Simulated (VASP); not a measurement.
Energy against volume of Na (bcc). Computed with revPBE GGA, VASP's PBE PAW potentials (set 64) (plane waves; VASP 6.6.1).

```csv
V (Å³/atom),E (eV/atom)
36.596,-1.19528
37.764,-1.19854
38.932,-1.19996
40.100,-1.19977
41.268,-1.19820
```

Fit a third-order Birch-Murnaghan equation of state.

The volume per atom comes out as 39.36 Å³/atom and the bulk modulus is 70 kbar. The pressure derivative of the bulk modulus is 3.79 and the lattice constant a comes out as 4.286 Å.

Measured: bulk modulus 7.9 GPa at 0 K (computed value off by -11.1 %), as given by Daniel Mejia-Rodriguez et al., Physical Review B (2018), arXiv:1807.09216 [0 K value with the zero-point phonon effect removed]; a 4.214 Å at 0 K (computed value off by +1.7 %), as given by Daniel Mejia-Rodriguez et al., Physical Review B (2018), arXiv:1807.09216 [static lattice: zero-point anharmonic expansion removed].

The compound is Na in the bcc structure. It was relaxed first.
